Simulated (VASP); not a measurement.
Given:

```xyz
3
Lattice="0.0000 3.3800 3.3800 3.3800 0.0000 3.3800 3.3800 3.3800 0.0000" Properties=species:S:1:pos:R:3 pbc="T T T"
Mg     1.6900     1.6900     1.6900
Mg     5.0700     5.0700     5.0700
Sn     0.0000     0.0000     0.0000
```

Calculation: AM05 GGA, VASP's PBE PAW potentials (set 64) (plane waves; VASP). Settings: 520 eV cut-off, 9×9×9 Γ-centred mesh, tetrahedra with Blöchl corrections, potentials Mg Sn_d.

Unless said otherwise, spin-orbit coupling is left out, though it shifts the bands of the heavy elements here.

Problem. Estimate the energy per atom (σ→0), band gap (on the k-mesh) with the smallest direct gap where there is one.

Solution. 
The band gap (on the k-mesh) is none (metal, semimetal or under 0.01 eV). The energy per atom (σ→0) is -2.580 eV/atom.

The compound is Mg2Sn in the antifluorite structure. The cell was not relaxed at this level.
